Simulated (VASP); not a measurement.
Input:

```yaml
crystal:
  lattice:
    - [4.17211, 0.00000, 0.00000]
    - [0.00000, 4.17211, 0.00000]
    - [0.00000, 0.00000, 4.17211]
  atoms:
    - { symbol: Cu, position: [0.75000, 0.25000, 0.75000] }
    - { symbol: Cu, position: [0.25000, 0.75000, 0.75000] }
    - { symbol: Cu, position: [0.75000, 0.75000, 0.25000] }
    - { symbol: Cu, position: [0.25000, 0.25000, 0.25000] }
    - { symbol: O, position: [0.00000, 0.00000, 0.00000] }
    - { symbol: O, position: [0.50000, 0.50000, 0.50000] }
```

The numbers are results of r2SCAN meta-GGA, VASP's PBE PAW potentials (set 64) (plane waves; VASP), not measurements. Numerical set-up: 520 eV cut-off, 5×5×5 Γ-centred mesh, Gaussian smearing of 0.050 eV, potentials Cu O.

Problem. What does the run give for the energy per atom (σ→0), pressure, band gap (on the k-mesh) with the smallest direct gap where there is one?

Solution. 
- band gap (on the k-mesh) = 0.92 eV
- smallest direct gap (on the k-mesh) = 0.92 eV
- energy per atom (σ→0) = -9.680 eV/atom
- pressure = 89.7 kbar

Total energies compare only between runs with the same potentials, cut-off and functional.

The compound is Cu2O in the cuprite structure. This cell is one point of a volume scan, at 0.94 of the reference volume.
